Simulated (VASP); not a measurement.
Crystal: CsLi3P2.

```
CELL_PARAMETERS angstrom
6.33153 0.00000 0.00000
-3.16577 5.48327 0.00000
0.00000 0.00000 4.27398
ATOMIC_POSITIONS crystal
Cs 0.00000 0.00000 0.00000
Li 0.50000 0.00000 0.50000
Li 0.00000 0.50000 0.50000
Li 0.50000 0.50000 0.50000
P 0.33333 0.66667 0.50000
P 0.66667 0.33333 0.50000
```

The cell was built by a generator and needn't be a form met in nature.

The cell isn't the ideal one: random cell by space group and Wyckoff sites (P6/mmm, No. 191).

```yaml
Program: VASP 6.6.1
Task: relaxation of cell and atoms
Functional: PBE
Potentials_or_basis: VASP PAW PBE potentials, release 64 (Cs_sv, Li_sv, P)
Cutoff: 600 eV
k_mesh: 3 × 3 × 4
Occupations: gaussian, width 0.1 eV
Spin: no spin polarisation
```

At the start: pressure 19.3 GPa; volume 24.73 Å³/atom.

Question: How do energy, volume and symmetry change on relaxing?

Answer: Over 12 steps the energy falls by 979.4 meV/atom and the volume is 30.55 Å³/atom (+23.5 %); space group P6/mmm (No. 191, to 0.05 Å).

Step by step:
| step | energy change (eV) | largest force (eV/Å) | pressure (GPa) | volume (Å³) |
| --- | --- | --- | --- | --- |
| 1 | 0.0000 | 0.0000 | 19.30 | 148.38 |
| 2 | -5.5556 | 0.0000 | -0.03 | 218.47 |
| 3 | -5.5674 | 0.0000 | -0.94 | 226.90 |
| 4 | -5.5722 | 0.0000 | -0.63 | 223.87 |
| 5 | -5.6196 | 0.0000 | -0.65 | 219.47 |
| 6 | -5.7549 | 0.0000 | -0.66 | 206.27 |
| 7 | -5.8493 | 0.0000 | -0.09 | 179.84 |
| 8 | -5.8645 | 0.0000 | -0.50 | 190.60 |
| 9 | -5.8716 | 0.0000 | -0.40 | 187.15 |
| 10 | -5.8718 | 0.0000 | -0.38 | 186.35 |
| 11 | -5.8717 | 0.0000 | 0.41 | 180.27 |
| 12 | -5.8763 | 0.0000 | 0.00 | 183.31 |

Final structure:
```cif
data_structure
_symmetry_space_group_name_H-M 'P 1'
_symmetry_Int_Tables_number 1
_cell_length_a 7.8050
_cell_length_b 7.8050
_cell_length_c 3.4745
_cell_angle_alpha 90.000
_cell_angle_beta 90.000
_cell_angle_gamma 120.000
_cell_volume 183.31
loop_
_atom_site_label
_atom_site_type_symbol
_atom_site_fract_x
_atom_site_fract_y
_atom_site_fract_z
_atom_site_occupancy
Cs1 Cs 0.00000 0.00000 0.00000 1
Li1 Li 0.50000 0.00000 0.50000 1
Li2 Li 0.00000 0.50000 0.50000 1
Li3 Li 0.50000 0.50000 0.50000 1
P1 P 0.33333 0.66667 0.50000 1
P2 P 0.66667 0.33333 0.50000 1
```

Caveat: the k mesh is coarse (spacing up to 0.38 Å⁻¹), so the values aren't converged; the cutoff is under 1.25 times the usual one of these potentials, so pressure, stress and relaxed cells hold a basis-set (Pulay) error; the volume moved by over 15 % at a fixed basis, so the end points are rough.
